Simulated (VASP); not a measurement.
Input:

```yaml
crystal:
  lattice:
    - [-1.39880, 1.39880, 1.39880]
    - [1.39880, -1.39880, 1.39880]
    - [1.39880, 1.39880, -1.39880]
  atoms:
    - { symbol: Fe, position: [0.00000, 0.00000, 0.00000], spin: 2.3 }
```

Method: revPBE GGA, VASP's PBE PAW potentials (set 64) (plane waves; VASP). Settings: 520 eV cut-off, 18×18×18 Γ-centred mesh, first-order Methfessel-Paxton smearing of 0.10 eV, potentials Fe.

Question: What does the run give for the cell moment, energy per atom (σ→0), pressure, band gap (on the k-mesh) with the smallest direct gap where there is one?

Answer: 
* **band gap (on the k-mesh)**: none (metal, semimetal or under 0.01 eV)
* **cell moment**: 2.16 μB
* **energy per atom (σ→0)**: -7.837 eV/atom
* **pressure**: 12.17 GPa

Question: Give the moment on each site (PAW-sphere projection).

Answer: 
| site | moment (μB) |
|---|---|
| Fe1 | 2.15 |

Only differences to runs with the same potentials and settings are physical.

The compound is Fe in the bcc structure. This cell is one point of a volume scan, at 0.94 of the reference volume.
